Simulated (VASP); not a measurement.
## How a change of volume changes Ag

How do stress and energy of Ag follow a change of volume?

Program: VASP 6.6.1. Level of theory: PBEsol; plane waves and PAW (Ag), in the first sound run; inputs show where later runs differ. Results are calculated unless marked as measured.

### 1. Starting point

It takes space group Fm-3m (No. 225, cubic). Conventional cell: a = 4.090 Å, b = 4.090 Å, c = 4.090 Å, α = 90.00°, β = 90.00°, γ = 90.00°. Nearest to Ag lie 12 Ag at 2.89 Å.

### 2. Relax the crystal, PBEsol

The series starts from the cell that this level prefers, so that zero strain is near zero stress.

This step took 2 runs in a row; the last is shown.

Level: PBEsol; plane waves and PAW (Ag).

The input, INCAR:

```
SYSTEM = Ag
PREC = Accurate
ENCUT = 450
EDIFF = 1E-07
NELM = 120
ISMEAR = 1
SIGMA = 0.15
LREAL = .FALSE.
ALGO = Normal
GGA = PS
NBANDS = 11
LASPH = .TRUE.
LORBIT = 11
LWAVE = .FALSE.
LCHARG = .FALSE.
KPAR = 8
IBRION = 2
NSW = 40
ISIF = 3
EDIFFG = -0.005
POTIM = 0.4
```

The input, POSCAR:

```
Ag
1.0
    0.0000000000      2.0262308355      2.0262308355
    2.0262308355      0.0000000000      2.0262308355
    2.0262308355      2.0262308355      0.0000000000
Ag
1
Direct
    0.0000000000      0.0000000000      0.0000000000
```

The input, KPOINTS:

```
Automatic mesh
0
Gamma
25 25 25
0 0 0
```

PAW data sets: Ag (PBE family, release 64).

Command:

```console
$ mpirun -np 8 vasp_std
```

The log of the run:

```text
[banner, memory and clock lines left out]
running    8 mpi-ranks, on    1 nodes
[...]
|                                                                             |
|           W    W    AA    RRRRR   N    N  II  N    N   GGGG   !!!           |
|           W    W   A  A   R    R  NN   N  II  NN   N  G    G  !!!           |
|           W    W  A    A  R    R  N N  N  II  N N  N  G       !!!           |
|           W WW W  AAAAAA  RRRRR   N  N N  II  N  N N  G  GGG   !            |
|           WW  WW  A    A  R   R   N   NN  II  N   NN  G    G                |
|           W    W  A    A  R    R  N    N  II  N    N   GGGG   !!!           |
|                                                                             |
|     For optimal performance we recommend to set                             |
|       NCORE = 2 up to number-of-cores-per-socket                            |
|     NCORE specifies how many cores store one orbital (NPAR=cpu/NCORE).      |
|     This setting can greatly improve the performance of VASP for DFT.       |
[...]
|     You enforced a specific xc type in the INCAR file but a different       |
|     [... a line on the potential file left out ...]
|     I HOPE YOU KNOW WHAT YOU ARE DOING!                                     |
|                                                                             |

 LDA part: xc-table for (Slater+PW92), standard interpolation
 POSCAR, INCAR and KPOINTS ok, starting setup
[...]
entering main loop
       N       E                     dE             d eps       ncg     rms          rms(c)
DAV:   1     0.437617086981E+02    0.43762E+02   -0.51080E+03 10378   0.803E+02
DAV:   2    -0.306193021492E+01   -0.46824E+02   -0.44378E+02 11191   0.185E+02
DAV:   3    -0.366637260111E+01   -0.60444E+00   -0.60408E+00 11333   0.228E+01
DAV:   4    -0.366805776146E+01   -0.16852E-02   -0.16851E-02 10976   0.126E+00
[...]
DAV:  10    -0.330755995979E+01   -0.22431E-05   -0.23078E-06 11116   0.131E-02    0.464E-03
DAV:  11    -0.330755981944E+01    0.14034E-06   -0.80510E-08  7036   0.257E-03    0.510E-04
DAV:  12    -0.330755979353E+01    0.25916E-07   -0.67055E-09  5689   0.741E-04
   1 F= -.33075598E+01 E0= -.33074775E+01  d E =-.330756E+01
[...]
reached required accuracy - stopping structural energy minimisation
```

Wall time 4.4 s (8 MPI ranks of Intel Xeon 6975P-C (Granite Rapids), shared host); peak memory 1.3 GiB; 30 s of CPU time.

The logs omit lines about the potential files and the build; timing stands in the text.

From OUTCAR (step 2):

```text
  Total       -0.0009354     -0.0009354     -0.0009354     -0.0000000      0.0000000     -0.0000000
  in kB       -0.0900769     -0.0900769     -0.0900769     -0.0000000      0.0000000     -0.0000000
  external PRESSURE =      -0.0900769 kB  Pullay stress =       0.0000000 kB

 POSITION                                       TOTAL-FORCE (eV/Angst)
 -----------------------------------------------------------------------------------
      0.00000      0.00000      0.00000         0.000000      0.000000      0.000000
 -----------------------------------------------------------------------------------
    total drift:                                0.000000     -0.000000      0.000000

  FREE ENERGIE OF THE ION-ELECTRON SYSTEM (eV)
  ---------------------------------------------------
  free  energy   TOTEN  =        -3.3075597935 eV

  energy  without entropy=       -3.3073130168  energy(sigma->0) =       -3.30747753

 reached required accuracy - stopping structural energy minimisation

[... 3 further parts left out ...]
[key lines of the parts left out:]
E-fermi :   8.5716
```

Read from the output:

```
energy(sigma→0) of the program : -3.3075 eV
stress, compression positive   : xx, yy, zz -0.01, -0.01, -0.01 GPa
volume                         : 16.638 Å³
ionic steps                    : 1
```

### 3. Relax at fixed volume, PBEsol

One member in full: the volume is scaled by 0.99, and the cell is held.

Level: PBEsol; plane waves and PAW (Ag).

Edit INCAR of step 2 so:

```diff
@@ -15,7 +15,8 @@
 LCHARG = .FALSE.
-KPAR = 8
+KPAR = 2
 IBRION = 2
 NSW = 40
-ISIF = 3
-EDIFFG = -0.005
+ISIF = 2
+EDIFFG = -0.004
 POTIM = 0.4
+MAXMIX = 40
```

The input, POSCAR:

```
Ag
1.0
    0.0000000000      2.0194540931      2.0194540931
    2.0194540931      0.0000000000      2.0194540931
    2.0194540931      2.0194540931      0.0000000000
Ag
1
Direct
    0.0000000000      0.0000000000      0.0000000000
```

KPOINTS is that of step 2.

Command:

```console
$ mpirun -np 2 vasp_std
```

The log of the run:

```text
[banner, memory and clock lines left out]
running    2 mpi-ranks, on    1 nodes
[...]
[... a notice as in an earlier step ...]

 LDA part: xc-table for (Slater+PW92), standard interpolation
 POSCAR, INCAR and KPOINTS ok, starting setup
[...]
entering main loop
       N       E                     dE             d eps       ncg     rms          rms(c)
DAV:   1     0.442708950561E+02    0.44271E+02   -0.50923E+03 10338   0.801E+02
DAV:   2    -0.306882944672E+01   -0.47340E+02   -0.45026E+02 11170   0.186E+02
DAV:   3    -0.366905076962E+01   -0.60022E+00   -0.59994E+00 11383   0.229E+01
DAV:   4    -0.367071214857E+01   -0.16614E-02   -0.16613E-02 10931   0.125E+00
[...]
DAV:  10    -0.330692737632E+01   -0.22892E-05   -0.23170E-06 11122   0.130E-02    0.505E-03
DAV:  11    -0.330692721819E+01    0.15814E-06   -0.84394E-08  7045   0.264E-03    0.498E-04
DAV:  12    -0.330692719134E+01    0.26854E-07   -0.67492E-09  5728   0.746E-04
   1 F= -.33069272E+01 E0= -.33068381E+01  d E =-.330693E+01
[...]
reached required accuracy - stopping structural energy minimisation
```

Wall time 11 s (2 MPI ranks); peak memory 0.33 GiB; 21 s of CPU time.

Parts of OUTCAR (step 3):

```text
  Total        0.1246393      0.1246393      0.1246393      0.0000000      0.0000000     -0.0000000
  in kB       12.1236576     12.1236576     12.1236576      0.0000000      0.0000000     -0.0000000
  external PRESSURE =      12.1236576 kB  Pullay stress =       0.0000000 kB

  FREE ENERGIE OF THE ION-ELECTRON SYSTEM (eV)
  ---------------------------------------------------
  free  energy   TOTEN  =        -3.3069271913 eV

  energy  without entropy=       -3.3066599327  energy(sigma->0) =       -3.30683811

[... 3 parts as in an earlier step ...]

[... 2 further parts left out ...]
[key lines of the parts left out:]
E-fermi :   8.7198
```

This run gave:

- energy(sigma→0) of the program: -3.3068 eV
- stress, compression positive: xx, yy, zz 1.21, 1.21, 1.21 GPa
- ionic steps: 1

### 4. The whole series

The other members went through these steps as far as the tables show, with the same cutoff and, step by step, the same mesh; 9 runs are not shown. The session took 0.084 core hours (wall time by ranks) on a shared machine.

```csv
volume over the relaxed volume,volume (Å³/atom),pressure (GPa),"energy above the unstrained row, extrapolated to no smearing (meV/atom)"
0.940,15.640,8.705,25.443
0.960,15.972,5.408,10.811
0.980,16.305,2.519,2.594
0.990,16.471,1.212,0.639
1,16.638,-0.009,0.000
1.010,16.804,-1.150,0.590
1.020,16.971,-2.217,2.328
1.040,17.303,?,?
1.060,17.636,-5.816,19.330
```

### 5. A fit to the known rows

A least-squares cubic through the 8 rows shown, with u the logarithm of the volume ratio: pressure = − 440.5 u³ + 341.0 u² − 118.0 u − 0.008927 (GPa), r.m.s. residual 2.9e-4 GPa.

At u = 0.03922 this predicts -4.141 GPa.

### 6. Prediction against calculation

The calculation gives -4.149 GPa, so the prediction is 0.008 GPa too high, more than twice the residual of the fit.

A cubic of the pressure in ln(V/V₀) through all rows has the slope −B at V₀: B = 118 GPa, and its curvature gives B′ = 5.8.

### 7. Outcome

```
error of the predicted pressure : 0.008 GPa
bulk modulus                    : 118 GPa
```

These are static values: temperature and zero-point motion are left out. In a metal the slopes also depend on mesh and smearing, which were held through the series.

[Lines on the potential files, build, host, timing and source positions are cut from VASP's logs without a mark.]

[Logs are printed without paths, hosts, clocks, repeated set-up lines and the standing remarks that a program may print on its own settings, such as how far it seeks lower states.]

[Hosts, paths, dates, database ids (printed as entryN), source tags and the programs' standing remarks are cut or masked in the printed files.]

[In band tables of VASP the shares of atoms and orbitals are scaled to a sum of 1 inside the atoms' spheres.]
